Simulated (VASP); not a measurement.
## Si (space group Fd-3m): computed properties

These are PBE GGA with D3 dispersion (Becke-Johnson damping), VASP's PBE PAW potentials (set 64) (plane waves; VASP) values and carry that method's errors.

For Si, the space group is Fd-3m (227), the cell comes out as a = b = c = 5.4196 Å, α = β = γ = 90.00° and the volume per atom is 19.90 Å³/atom. The band gap (over mesh and band path) comes out as 0.56 eV. The smallest direct gap (over mesh and band path) is 2.57 eV and the Hill bulk modulus is 92.2 GPa. The Hill shear modulus is 63.8 GPa and the Poisson's ratio is 0.219. The band-edge character comes out as indirect, Γ to Γ-X at 0.86, the density comes out as 2.34 g/cm³ and the mean ε∞ (independent particles) comes out as 13.48. The optical Γ-point spectrum is 514 (×3) cm⁻¹ and the C11 is 156 GPa. The C12 is 60.1 GPa and the C44 comes out as 77.0 GPa.

```yaml
crystal:
  lattice:
    - [0.00000, 2.70978, 2.70978]
    - [2.70978, 0.00000, 2.70978]
    - [2.70978, 2.70978, 0.00000]
  atoms:
    - { symbol: Si, position: [0.00000, 0.00000, 0.00000] }
    - { symbol: Si, position: [0.25000, 0.25000, 0.25000] }
```

The structure comes from a measured Si entry (Fd-3m) of the Crystallography Open Database, whose conditions weren't checked. It was relaxed first. Symmetry was kept, so distortions that lower it aren't found.
